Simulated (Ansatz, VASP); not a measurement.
Rb7Au in VASP and in Ansatz

The input INCAR:

```
SYSTEM = Rb7Au
ALGO     = Normal         ! electronic algorithm
EDIFF    = 1E-6           ! SCF threshold, eV
ENCUT    = 520            ! plane-wave cutoff, eV
GGA      = PE             ! functional
ISIF     = 2              ! what is computed and relaxed
ISMEAR   = 0              ! smearing method
LASPH    = .True.         ! aspherical terms in the spheres
LCHARG   = .False.        ! write CHGCAR
LREAL    = .False.        ! projectors in reciprocal space
LWAVE    = .False.        ! write WAVECAR
NBANDS   = 47             ! bands
NELM     = 60             ! most SCF steps
PREC     = Accurate       ! precision mode
SIGMA    = 0.1            ! smearing width, eV
```

Contents of KPOINTS:

```
k-points
0
Gamma
  4 4 4
  0 0 0
```

The input POSCAR:

```
Rb7Au
1.0
    0.0000000000      5.3009964500      5.3009964500
    5.3009964500      0.0000000000      5.3009964500
    5.3009964500      5.3009964500      0.0000000000
Rb Au
7 1
Direct
    0.5000000000      0.0000000000      0.0000000000
    0.0000000000      0.5000000000      0.5000000000
    0.0000000000      0.5000000000      0.0000000000
    0.5000000000      0.0000000000      0.5000000000
    0.0000000000      0.0000000000      0.5000000000
    0.5000000000      0.5000000000      0.0000000000
    0.5000000000      0.5000000000      0.5000000000
    0.0000000000      0.0000000000      0.0000000000
```

Input for Ansatz:

```yaml
crystal:
  lattice:
    - [0.0, 5.30099645, 5.30099645]
    - [5.30099645, 0.0, 5.30099645]
    - [5.30099645, 5.30099645, 0.0]
  atoms:
    - { symbol: Rb, position: [0.5, 0.0, 0.0] }
    - { symbol: Rb, position: [0.0, 0.5, 0.5] }
    - { symbol: Rb, position: [0.0, 0.5, 0.0] }
    - { symbol: Rb, position: [0.5, 0.0, 0.5] }
    - { symbol: Rb, position: [0.0, 0.0, 0.5] }
    - { symbol: Rb, position: [0.5, 0.5, 0.0] }
    - { symbol: Rb, position: [0.5, 0.5, 0.5] }
    - { symbol: Au, position: [0.0, 0.0, 0.0] }
basis:
  ecutwfc: 420
kpoints:
  mp_grid: { grid: [4, 4, 4] }
hamiltonian:
  xc: pbe
scf:
  occupations: { method: gaussian, width: 0.1 }
  lower_state_search: "off"
output:
  forces: true
  stress: true
  eigenvalues: true
```

Change from the starting cell: species swapped into the Zn7Tc type (Fm-3m, No. 225).

Alike in both runs: task single point; functional PBE; k mesh 4 × 4 × 4; occupations gaussian, width 0.1 eV; no spin polarisation.

```csv
,VASP,Ansatz
version,VASP 6.6.1,Ansatz 0.2.0
potentials or method,"VASP PAW PBE potentials, release 64 (Rb_sv, Au)","scalar-relativistic, plane waves, PAW"
plane-wave cutoff (eV),520,420
valence electrons in the cell,74,82
```

|  | VASP | Ansatz | Ansatz less VASP |
| --- | --- | --- | --- |
| gap on the k mesh at the Fermi level (eV) | none | none | - |
| pressure (GPa) | 7.4 | 7.4 | -0.02 |

A gap of «none» marks a metal or a gap that the smearing closes. With one functional, cell and mesh, what is left measures potentials, basis and numerics. The two sets of potentials don't hold the same shells in valence.

The runs have no spin-orbit coupling, so splittings on Au are missing.
